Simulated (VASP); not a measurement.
Set up this calculation in VASP 6.6.1, as the native input.

- Task: single point
- Functional: LDA
- Potentials or basis: VASP PAW LDA potentials, release 64 (Cd, Ag)
- Cutoff: 520 eV
- k mesh: 9 × 9 × 9
- Occupations: gaussian, width 0.1 eV
- Spin: no spin polarisation
- Dipole correction: no
- Further INCAR settings: ALGO = Normal; EDIFF = 1e-06; NBANDS = 18

The structure of CdAg lies in POSCAR:

```
CdAg
1.0
    1.5107047226      0.8722057783      4.7833891744
   -1.5107047226      0.8722057783      4.7833891744
    0.0000000000     -1.7444115566      4.7833891744
Cd Ag
1 1
Direct
    0.5000000000      0.5000000000      0.5000000000
    0.0000000000      0.0000000000      0.0000000000
```

The cell comes from a database or a generator and needn't be the stable form of this composition.

One way to write it, as run:

INCAR

```
SYSTEM = CdAg
ALGO     = Normal         ! electronic algorithm
EDIFF    = 1E-6           ! SCF threshold, eV
ENCUT    = 520            ! plane-wave cutoff, eV
ISIF     = 2              ! what is computed and relaxed
ISMEAR   = 0              ! smearing method
LASPH    = .True.         ! aspherical terms in the spheres
LCHARG   = .True.         ! write CHGCAR
LELF     = .True.         ! ELF
LREAL    = .False.        ! projectors in reciprocal space
LVHAR    = .True.       
LWAVE    = .False.        ! write WAVECAR
NBANDS   = 18             ! bands
NELM     = 100            ! most SCF steps
PREC     = Accurate       ! precision mode
SIGMA    = 0.1            ! smearing width, eV
```

KPOINTS

```
k-points
0
Gamma
  9 9 9
  0 0 0
```

Potentials or basis: VASP PAW LDA potentials, release 64 (Cd, Ag).

Launch:

```bash
$ cat potpaw_LDA.64/Cd/POTCAR potpaw_LDA.64/Ag/POTCAR > POTCAR
$ mpirun -np 1 vasp_std > vasp.out
```

It gave:

| Item | Value |
| --- | --- |
| Pressure | -6.7 GPa |
| Band gap on the k mesh | none (metal or under the smearing width) |

Wall time 52 s on 1 thread of Intel(R) Xeon(R) Platinum 8559C (Emerald Rapids), on a shared host, peak memory 0.23 GiB.
